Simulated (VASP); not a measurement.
An input for Quantum ESPRESSO's pw.x (written as the equivalent of a VASP run, and not itself run):

```
&CONTROL
  calculation = 'scf'
  pseudo_dir = './pseudo'
  outdir = './out'
  tprnfor = .true.
  tstress = .true.
/
&SYSTEM
  ibrav = 0
  nat = 2
  ntyp = 1
  ecutwfc = 58
  occupations = 'smearing'
  smearing = 'methfessel-paxton'
  degauss = 0.00735
  input_dft = 'pbe'
/
&ELECTRONS
  conv_thr = 7.3e-08
  electron_maxstep = 100
/
ATOMIC_SPECIES
  Hf 178.490 Hf.upf
CELL_PARAMETERS angstrom
     1.5950000   -2.7626210    0.0000000
     1.5950000    2.7626210    0.0000000
     0.0000000    0.0000000    5.0500000
ATOMIC_POSITIONS crystal
  Hf   0.3333330  0.6666670  0.2500000
  Hf   0.6666670  0.3333330  0.7500000
K_POINTS automatic
  15 15 9 0 0 0
```

Problem. Translate this input to VASP (INCAR, KPOINTS, POSCAR, choice of POTCAR).

Solution. Several could match; the one computed here: 
**KPOINTS**
```
K-points
0
Gamma
  15 15 9
```

### INCAR
```
SYSTEM = Hf
PREC = Accurate; ENCUT = 400; LREAL = .FALSE.
LASPH = .TRUE.
EDIFF = 1E-6; NELM = 100; ALGO = Normal
LMAXMIX = 6
ISMEAR = 1; SIGMA = 0.1
GGA = PE
ISIF = 2
LWAVE = .FALSE.; LCHARG = .FALSE.
```

### POSCAR
```
Hf
5.050
  0.3158415842  -0.5470536634   0.0000000000
  0.3158415842   0.5470536634   0.0000000000
  0.0000000000   0.0000000000   1.0000000000
Hf
2
Cartesian
  0.3158415842   0.1823515858   0.2500000000
  0.3158415842  -0.1823515858   0.7500000000
```

POTCAR, in this order: Hf_pv (PBE.64 set). Program: vasp_std.

The two are equivalent in intent, not identical: the potentials are each code's own (VASP's PAW set, PseudoDojo norm-conserving files in pw.x), so ENCUT and ecutwfc are chosen apart and not converted; conv_thr bounds pw.x's estimated SCF error, while EDIFF bounds the energy change between steps.

The compound is Hf in the hcp structure. The cell was not relaxed at this level. The run is one of a series of settings (KPOINTS 15×15×9 Γ-centred mesh against the base run), some of them coarse on purpose.
